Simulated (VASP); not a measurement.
An input for Quantum ESPRESSO's pw.x (written as the equivalent of a VASP run, and not itself run):

```
&CONTROL
  calculation = 'scf'
  pseudo_dir = './pseudo'
  outdir = './out'
  tprnfor = .true.
  tstress = .true.
/
&SYSTEM
  ibrav = 0
  nat = 2
  ntyp = 2
  ecutwfc = 74
  occupations = 'smearing'
  smearing = 'gaussian'
  degauss = 0.003675
  input_dft = 'pbe'
/
&ELECTRONS
  conv_thr = 0.00073
  electron_maxstep = 100
/
ATOMIC_SPECIES
  Li 6.940 Li.upf
  Br 79.904 Br.upf
CELL_PARAMETERS angstrom
     0.0000000    2.8324140    2.7786400
     2.7187620    0.0000000    2.7786400
     2.7187620    2.8324140    0.0000000
ATOMIC_POSITIONS crystal
  Li   0.0000000  0.0000000  0.0000000
  Br   0.4835180  0.5164820  0.5164820
K_POINTS automatic
  8 8 8 0 0 0
```

**Question.** Translate this input to VASP (INCAR, KPOINTS, POSCAR, choice of POTCAR).

**Answer.** This is not unique; one that fits is 
### KPOINTS
```
K-points
0
Gamma
 8 8 8
0 0 0
```

POSCAR:
```
LiBr
1
    0.0000000000     2.8324140000     2.7786400000
    2.7187620000     0.0000000000     2.7786400000
    2.7187620000     2.8324140000     0.0000000000
Li Br
1 1
Direct
  0.0000000000   0.0000000000   0.0000000000
  0.4835180000   0.5164820000   0.5164820000
```

**INCAR**
```
SYSTEM = LiBr
PREC = Accurate; ENCUT = 520; LREAL = .FALSE.
LASPH = .TRUE.
EDIFF = 1E-2; NELM = 100; ALGO = Normal
LMAXMIX = 4
ISMEAR = 0; SIGMA = 0.05
GGA = PE
ISIF = 2
LWAVE = .FALSE.; LCHARG = .FALSE.
```

POTCAR, in this order: Li_sv Br (PBE.64 set). Program: vasp_std.

Limits of the translation: the potentials are each code's own (VASP's PAW set, PseudoDojo norm-conserving files in pw.x), so ENCUT and ecutwfc are chosen apart and not converted; conv_thr bounds pw.x's estimated SCF error, while EDIFF bounds the energy change between steps.

The compound is LiBr in the rock salt structure. The cell was not relaxed at this level, atoms are displaced from their ideal sites. The run is one of a series of settings (EDIFF = 1E-2 against the base run), some of them coarse on purpose.
